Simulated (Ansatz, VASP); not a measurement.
# Cross-check of FeSi2 (Linzhiite) between VASP and Ansatz, part 2 of 2

One calculation is typed for both programs; each brings its own data sets. How far apart do they land? The cell is taken from a series of runs on this material, whose earlier steps may have relaxed, scaled, displaced or heated it; both programs get it as it stands.

VASP 6.6.1 and Ansatz 0.2.0.

So far: The structure; VASP: zone-centre phonons, PBEsol.

**3. Ansatz: zone-centre phonons, PBEsol**

Level of this step: Ansatz beside VASP: Kohn-Sham DFT, plane waves, PBEsol (Ansatz).

Ansatz runs on its PAW soft_1 files.

The same cell, functional, mesh and smearing now go to Ansatz, which takes its cutoff from its data sets.

File input.yaml:

```yaml
crystal:
  lattice:
    - [2.6346971303, 0.0, 0.0]
    - [0.0, 2.6346971303, 0.0]
    - [0.0, 0.0, 5.0569251559]
  atoms:
    - { symbol: Si, position: [0.5, 0.5, 0.2732018538] }
    - { symbol: Si, position: [0.5, 0.5, 0.7267981462] }
    - { symbol: Fe, position: [0.0, 0.0, 0.0] }
kpoints:
  mp_grid: { grid: [16, 16, 8] }
hamiltonian:
  xc: pbesol
  pseudopotentials: { kind: paw, azcp: { folder: soft_1 }, xc_functional: pbe }
scf:
  occupations: { method: methfessel_paxton, width: 0.2 }
output:
  eigenvalues: true
phonons:
  method: dfpt
```

On the command line:

```
ansatz run input.yaml --threads 4 --pin off --max-ram 10240MiB --backend cpu --events-out ev --progress --plain --runs-dir out
```

Numbers of over 12 decimals in the logs are rounded to 6 here.

What it wrote:

```text
zone centre: on kpoints.mp_grid the ground state, and the responses unless they are solved on pairs of k-points, stand on 405 of the mesh's 2048 k-points, reduced under 4 symmetry operations, with k and −k counted as one. Each operation leaves every solved displacement unchanged or reverses it
Engine: ansatz 0.2.0, x86_64-unknown-linux-gnu
Pseudopotentials: kind: paw
Pseudopotential: Si, paw, valence charge 4, recommended cutoff 420 eV (normal), soft_1/Si.paw.azcp
Pseudopotential: Fe, paw, valence charge 16, recommended cutoff 420 eV (normal), soft_1/Fe.paw.azcp
Functional definition: PBEsol
  exchange = pbesol_x
  correlation = pbesol_c
Crystal: 3 atoms, lattice volume = 35.103 Å³
Basis set: ecut = 420 eV, 685 PW (Γ), exchange–correlation on 36×36×72 points (8 copies of the dense FFT grid, shifted against one another)
Bands: 16, of which v1, the nominal top of the filled ones, is band 12 counted from 1 (11 counted from 0)
Symmetry: 16 space group operations
k-points: 405 of 2048 (irreducible under 4 space group operations, time reversal used)
Non-local potential: Si, projectors of the file, l = 0: 2, l = 1: 2, l = 2: 1
Non-local potential: Fe, projectors of the file, l = 0: 3, l = 1: 2, l = 2: 3, l = 3: 1
PAW form: soft (Blöchl's): semilocal exchange-correlation on the pseudo side does not see the compensation charge
PAW frozen core: Si, regenerated for the run's functional, and the local potential with it (the file was generated under x = pbe(κ = 0.804, μ = 0.219515), c = pbe(β = 0.066725))
PAW frozen core: Fe, regenerated for the run's functional, and the local potential with it (the file was generated under x = pbe(κ = 0.804, μ = 0.219515), c = pbe(β = 0.066725))
PAW one-centre angular grid: Si, 110 points (default); XC on 64 Gauss nodes
PAW one-centre angular grid: Fe, 590 points (default); XC on 64 Gauss nodes
Initial density: superposition of atomic densities (chi_scale 0.1, normalization cell, long waves kept (reshape's long-wave potential 0.00 eV rms))
Initial wavefunctions: pseudopotential atomic-orbital guess
Functional: x = pbesol(κ = 0.804, μ = 0.123457), c = pbesol(β = 0.046)
SCF iter   1: F=—  HF=-5694.982922 eV  |F-HF|=—  |Δ(HF+E_count)|=         —  Δρ=1.20e-1  dr2=1.14e1  ethr=3.10e-3  ⟨swp⟩=5.1  Hψ=34475  notcnv=0
preconditioner: auto → none  [metal: Δε(μ)=0.003 eV  Ē_g=8.364 eV  σ=0.200 eV  W_gap=0.01  n_scr=8 (ndim 8)  ℏωp=25.1 eV  f_vac=0.000  D(μ)=1.48/eV (n_scr^D=16)  sad-step TF]
SCF iter   2: F=—  HF=-5694.727813 eV  |F-HF|=—  |Δ(HF+E_count)|=   2.55e-1  S|Δr|=    0.00e0  Δρ=1.38e-1  dr2=1.20e1  ethr=3.10e-3  ⟨swp⟩=2.0  Hψ=11130  notcnv=0
SCF iter   3: F=—  HF=-5693.511191 eV  |F-HF|=—  |Δ(HF+E_count)|=    1.22e0  S|Δr|=    0.00e0  Δρ=5.81e-2  dr2=1.26e0  ethr=3.10e-3  ⟨swp⟩=3.0  Hψ=12023  notcnv=0
SCF iter   4: F=—  HF=-5693.360438 eV  |F-HF|=—  |Δ(HF+E_count)|=   1.51e-1  S|Δr|=    0.00e0  Δρ=1.23e-2  dr2=1.04e-1  ethr=3.10e-3  ⟨swp⟩=2.4  Hψ=12869  notcnv=0
SCF iter   5: F=—  HF=-5693.325519 eV  |F-HF|=—  |Δ(HF+E_count)|=   3.49e-2  S|Δr|=    0.00e0  Δρ=3.20e-3  dr2=2.04e-3  ethr=4.32e-4  ⟨swp⟩=2.0  Hψ=10735  notcnv=0
SCF iter   6: F=—  HF=-5693.325510 eV  |F-HF|=—  |Δ(HF+E_count)|=   8.95e-6  S|Δr|=    0.00e0  Δρ=6.03e-4  dr2=4.04e-5  ethr=8.49e-6  ⟨swp⟩=2.3  Hψ=9543  notcnv=0
SCF iter   7: F=—  HF=-5693.325494 eV  |F-HF|=—  |Δ(HF+E_count)|=   1.59e-5  S|Δr|=    0.00e0  Δρ=8.80e-5  dr2=2.23e-6  ethr=1.68e-7  ⟨swp⟩=2.4  Hψ=10963  notcnv=0
SCF iter   8: F=—  HF=-5693.325498 eV  |F-HF|=—  |Δ(HF+E_count)|=   3.47e-6  S|Δr|=    0.00e0  Δρ=1.59e-5  dr2=5.68e-8  ethr=9.29e-9  ⟨swp⟩=2.3  Hψ=8553  notcnv=0
SCF iter   9: F=—  HF=-5693.325498 eV  |F-HF|=—  |Δ(HF+E_count)|=   1.30e-8  S|Δr|=    0.00e0  Δρ=1.73e-6  dr2=3.30e-10  ethr=2.37e-10  ⟨swp⟩=2.3  Hψ=9414  notcnv=0
SCF iter  10: F=-5693.325498 eV  HF=-5693.325498 eV  |F-HF|=6.37e-12  |Δ(HF+E_count)|=  7.64e-11  S|Δr|=    0.00e0  Δρ=1.50e-7  dr2=5.61e-12  ethr=1.00e-12  ⟨swp⟩=4.5  Hψ=34187  notcnv=0
the search or the solves at the SCF's close seem to have found levels that the self-consistency loop had missed (the run counts 6). By its estimate they hold under 1e-12 electrons; where the run keeps them, the occupations were computed again with them
SCF 1 converged in 10 iterations: F = -5693.325498 eV  dr2 = 5.61e-12
  greatest PAW one-centre occupation: 1.000 electrons in one spin orbital (limit 2), on the Fe atom at site 2 (counted from 0), in its partial waves of l = 1
DFPT response loops at Γ: preconditioner auto → Kerker (q_TF=auto, 2.561 Å⁻¹) (partly filled bands, converged f_vac=0.000); β = 1.00, the filter's whole step (`scf.mixing.beta` (0.50) is not read by the response loops under this deck's `scf.mixing.preconditioner`; to damp them name `kerker` or `kerker_dos`, under which they read `scf.mixing.beta`, and type it under 1.00, their step now; both keys bind the ground state too); Broyden in place of MSR1
SCF converged after 10 iterations
Stability not checked: this state was not tested for a lower state beside it, because cold or Methfessel-Paxton smearing, or corrected tetrahedra, fill the levels in a way that the test cannot read (fill_not_monotonic; see scf.lower_state_search)
Free energy (F): -5693.325498 eV
Harris-Foulkes:  -5693.325498 eV  (|F-HF|=6.37e-12)
Internal energy: -5693.326486 eV  (E = F + TS)
E sigma→0 (E₀):  -5693.325745 eV
Entropy (-TS):   0.000988 eV (0.329 meV/atom)
Fermi energy:    15.104469 eV
Step filling:    the computed levels leave a gap of 0.0118 eV = 0.1 smearing widths at the electron count; against every level under it full and every level over it empty, smearing changes F+E_penalty+E_count by +0.587 meV and its σ→0 estimate by +0.340 meV
--- Per-component energies (eV) ---
  E_band       = -207.148651
  E_kinetic    = 430.430246
  E_local      = -3519.022175  (includes V_loc(G=0)·N_el)
  E_nonlocal   = 334.663319
  E_hartree    = 1561.563198
  E_xc         = -229.062861
  E_vxc        = -247.088505  (∫ρ·V_xc dr)
  E_paw        = -2346.834770  (= ΣΔE_a)
  E_vpaw       = -329.257293  (= ΣTr[D̂ρ^β])
  E_aug_tail   = -0.000777  (compensation charges beyond the density's cutoff)
  E_ewald      = -1925.304988
  E_core_change = 0.242323  (= ΣΔE_core)
  E_smearing   = 0.000988  (= −TS)
  E_closure    = -0.000000  (closes the sum)
  Σ components = -5693.325498   (vs F -5693.325498, Δ=0.00e0)
--- Band table (eV; the first three rows and the last of 405) ---
  k-point 0: bands = [... 8 lower, 13.2700, 13.5271, 13.5271, 14.4975, 19.9654, 19.9654, 21.7117, 22.2924]
  k-point 1: bands = [... 8 lower, 13.2294, 13.5203, 13.5203, 14.4976, 20.0702, 20.0702, 20.7142, 22.0825]
  k-point 2: bands = [... 8 lower, 13.0848, 13.5041, 13.5041, 14.4978, 19.2845, 20.3743, 20.3743, 21.7477]
  k-point 404: bands = [... 8 lower, 11.7569, 11.7569, 13.1530, 15.3563, 15.3863, 15.3863, 16.0591, 18.3896]
--- Phonons (Γ-DFPT): 4 representative perturbations + reference, on 405 of 2048 k-points (Σ response iterations 14) ---
  k mesh reduced under 4 symmetry operations, with k and −k counted as one. Each operation leaves every solved displacement unchanged or reverses it
  ASR residual: 1.067e-4 → 0.000e0 eV/Å²; symmetrization residual: 4.382e-6 eV/Å²
  ASR residual per site (eV/Å²): 6.76e-5 6.76e-5 1.07e-4
  Γ frequencies (cm⁻¹): 0.00 0.00 0.00 238.46 238.46 314.36 314.36 385.30 596.69
  non-analytic LO–TO correction: not included (Born effective charges unavailable; polar crystals: no LO–TO splitting at Γ)
```

**4. Comparison**

Known differences besides the potentials themselves: the data sets hold 24 valence electrons in Ansatz (on its PAW soft_1 files) and 16 in VASP; the cutoff is 420 eV in Ansatz and 600 eV in VASP; Ansatz makes its cores anew for this functional, VASP keeps those of its PBE data sets. Total energies have different zeros and are not compared.

The two programs side by side:

| quantity | Ansatz | VASP | difference |
| --- | --- | --- | --- |
| optical mode 1 to 2 (cm⁻¹) | 238.5 | 240.2 | -0.74 % |
| optical mode 3 to 4 (cm⁻¹) | 314.4 | 319.3 | -1.55 % |
| optical mode 5 (cm⁻¹) | 385.3 | 389.3 | -1.02 % |
| optical mode 6 (cm⁻¹) | 596.7 | 597.6 | -0.16 % |

Modes are paired by rising frequency, not by their patterns, so a pair may set unlike modes beside each other; they are those without the splitting of longitudinal modes.

**5. Results**

- r.m.s. difference of the optical zone-centre modes, each program's sorted by frequency (zone-centre phonons, PBEsol): 3.5 cm⁻¹
- difference in optical mode 3 to 4 (zone-centre phonons, PBEsol): -1.6 %

The r.m.s. difference of the optical zone-centre modes, each program's sorted by frequency is 3.5 cm⁻¹ (zone-centre phonons, PBEsol). The data sets hold unlike numbers of valence electrons (24 in Ansatz and 16 in VASP), so part of the differences comes from the potentials. Among the rows given in per cent, the largest difference of the zone-centre phonons, PBEsol pair is in optical mode 3 to 4, -1.6 %. Such differences can come from data sets, numerical settings and the points named under the comparisons, not from the functional's error against experiment.

[Lines on the potential files, build, host, timing and source positions are cut from VASP's logs without a mark.]

[Logs are printed without paths, hosts, clocks, repeated set-up lines and the standing remarks that a program may print on its own settings, such as how far it seeks lower states.]

[Hosts, paths, dates, database ids (printed as entryN), source tags and the programs' standing remarks are cut or masked in the printed files.]
